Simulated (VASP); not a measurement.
An input for Quantum ESPRESSO's pw.x (written as the equivalent of a VASP run, and not itself run):

```
&CONTROL
  calculation = 'scf'
  pseudo_dir = './pseudo'
  outdir = './out'
  tprnfor = .true.
  tstress = .true.
/
&SYSTEM
  ibrav = 0
  nat = 4
  ntyp = 2
  ecutwfc = 98
  occupations = 'smearing'
  smearing = 'methfessel-paxton'
  degauss = 0.00735
  input_dft = 'pbe'
  nspin = 2
  starting_magnetization(1) = 0.3
  starting_magnetization(2) = 0.07
/
&ELECTRONS
  conv_thr = 7.3e-08
  electron_maxstep = 100
/
ATOMIC_SPECIES
  Fe 55.845 Fe.upf
  Ni 58.693 Ni.upf
CELL_PARAMETERS angstrom
     3.5514900    0.0000000    0.0000000
     0.0000000    3.5122190    0.0000000
     0.0000000    0.0000000    3.6151720
ATOMIC_POSITIONS crystal
  Fe   0.0000000  0.0000000  0.0000000
  Ni   0.0000000  0.5000000  0.5000000
  Ni   0.5000000  0.0000000  0.5000000
  Ni   0.5164130  0.5000000  0.0000000
K_POINTS automatic
  8 8 8 0 0 0
```

Q: Translate this input to VASP (INCAR, KPOINTS, POSCAR, choice of POTCAR).

A: This is not unique; one that fits is 
KPOINTS:
```
Regular mesh
0
gamma
  8 8 8
```

### INCAR
```
SYSTEM = Ni3Fe
PREC = Accurate
ENCUT = 400
EDIFF = 1E-6
NELM = 100
ALGO = Normal
LREAL = .FALSE.
LASPH = .TRUE.
ISMEAR = 1
SIGMA = 0.1
GGA = PE
LMAXMIX = 4
ISPIN = 2
MAGMOM = 3.0 0.7 0.7 0.7
LORBIT = 10
LWAVE = .FALSE.
LCHARG = .FALSE.
ISIF = 2
```

POSCAR:
```
Ni3Fe
1
    3.5514900000     0.0000000000     0.0000000000
    0.0000000000     3.5122190000     0.0000000000
    0.0000000000     0.0000000000     3.6151720000
Fe Ni
1 3
Direct
  0.0000000000   0.0000000000   0.0000000000
  0.0000000000   0.5000000000   0.5000000000
  0.5000000000   0.0000000000   0.5000000000
  0.5164130000   0.5000000000   0.0000000000
```

POTCAR, in this order: Fe Ni (PBE.64 set). Program: vasp_std.

Limits of the translation: the potentials are each code's own (VASP's PAW set, PseudoDojo norm-conserving files in pw.x), so ENCUT and ecutwfc are chosen apart and not converted; conv_thr bounds pw.x's estimated SCF error, while EDIFF bounds the energy change between steps; starting_magnetization is a fraction of the valence charge and MAGMOM a moment in μB, so they match only roughly.

The compound is Ni3Fe in the L1_2 structure. The cell was not relaxed at this level, atoms are displaced from their ideal sites.
